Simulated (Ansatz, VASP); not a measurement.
## One structure in several programs: SrSi2Pd2 (I4/mmm, 5 atoms in the cell)

Self-consistent single point.

```
CELL_PARAMETERS angstrom
     -2.15218     2.15218     5.00017
      2.15218    -2.15218     5.00017
      2.15218     2.15218    -5.00017
ATOMIC_POSITIONS crystal
  Sr 0.00000 0.00000 0.00000
  Si 0.37361 0.37361 0.00000
  Si 0.62639 0.62639 0.00000
  Pd 0.25000 0.75000 0.50000
  Pd 0.75000 0.25000 0.50000
```

Shared settings, as Ansatz (a quantum-chemistry and plane-wave program) writes them: kpoints.mp_grid.grid = 9 9 9; magnetization.spin_orbit = true; scf.occupations.method = gaussian; scf.occupations.width = 0.0147 Ry. Potentials and cutoffs stand in the table.

```json
[
 {"code": "VASP", "model": "LDA (PZ), spin-orbit coupling, VASP's LDA PAW potentials (set 64)", "pressure (GPa)": "-5.40", "largest force (eV/Å)": "0.242", "cutoff": "300 eV"},
 {"code": "Ansatz", "model": "LDA (PW92) with spin-orbit coupling, PAW files made with PBE", "pressure (GPa)": "-5.67", "largest force (eV/Å)": "0.285", "cutoff": "default"}
]
```

The spread over the programs that give each value: pressure within 0.27 GPa; largest force within 0.043 eV/Å.

Ansatz's pressure is given at a fixed set of plane waves, as the other plane-wave codes print theirs; with its correction for the finite basis it is -5.63 GPa. The same LDA comes in different parametrisations, which differ slightly.

VASP's run is marked for a possible Pulay error in its stress at this cutoff; no cutoff test was made.

The starting cell comes from a database of computed structures (which also holds hypothetical and non-ambient phases and stackings), without a prior relaxation at this level.

Keys are those of Ansatz 0.2.
